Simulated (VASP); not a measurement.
An input for Quantum ESPRESSO's pw.x (written as the equivalent of a VASP run, and not itself run):

```
&CONTROL
  calculation = 'vc-relax'
  pseudo_dir = './pseudo'
  outdir = './out'
  tprnfor = .true.
  tstress = .true.
  nstep = 60
  forc_conv_thr = 0.00039
/
&SYSTEM
  ibrav = 0
  nat = 2
  ntyp = 2
  ecutwfc = 102
  occupations = 'smearing'
  smearing = 'gaussian'
  degauss = 0.003675
  input_dft = 'pbe'
/
&ELECTRONS
  conv_thr = 7.3e-08
  electron_maxstep = 100
/
&IONS
/
&CELL
/
ATOMIC_SPECIES
  Cd 112.414 Cd.upf
  Te 127.600 Te.upf
CELL_PARAMETERS angstrom
    -0.0000000    3.3105368    3.3105368
     3.3105368    0.0000000    3.3105368
     3.3105368    3.3105368    0.0000000
ATOMIC_POSITIONS crystal
  Cd   0.0000000  0.0000000  0.0000000
  Te   0.2500000  0.2500000  0.2500000
K_POINTS automatic
  6 6 6 0 0 0
```

### Question
Translate this input to VASP (INCAR, KPOINTS, POSCAR, choice of POTCAR).

### Answer
One answer among several that fit: 
### INCAR
```
PREC = Accurate
IBRION = 2
LASPH = .TRUE.
LWAVE = .FALSE.
LREAL = .FALSE.   ! projection in real space or not
GGA = PE
EDIFF = 1E-6   ! SCF stop (eV)
ALGO = Normal
ENCUT = 480   ! plane-wave cut-off (eV)
SIGMA = 0.05
EDIFFG = -0.01   ! ionic stop
ISMEAR = 0   ! Gaussian
NELM = 100   ! most electronic steps
LMAXMIX = 4   ! l cut-off of mixed one-centre charges
SYSTEM = CdTe
ISIF = 3   ! ions, shape and volume
NSW = 60   ! most ionic steps
LCHARG = .FALSE.
```

File KPOINTS:
```
Automatic
0
gamma
 6 6 6
```

POSCAR:
```
CdTe
1.0
  0.0000000000   3.3105368199   3.3105368199
  3.3105368199   0.0000000000   3.3105368199
  3.3105368199   3.3105368199   0.0000000000
Cd Te
1 1
Direct
  0.0000000000   0.0000000000   0.0000000000
  0.2500000000   0.2500000000   0.2500000000
```

POTCAR, in this order: Cd Te (PBE.64 set). Program: vasp_std.

Limits of the translation: the potentials are each code's own (VASP's PAW set, PseudoDojo norm-conserving files in pw.x), so ENCUT and ecutwfc are chosen apart and not converted; conv_thr bounds pw.x's estimated SCF error, while EDIFF bounds the energy change between steps; forc_conv_thr acts on force components and is met together with etot_conv_thr.

The compound is CdTe in the zinc blende structure. This run relaxes it. Symmetry was kept, so distortions that lower it aren't found. The start is the result of an earlier pass.
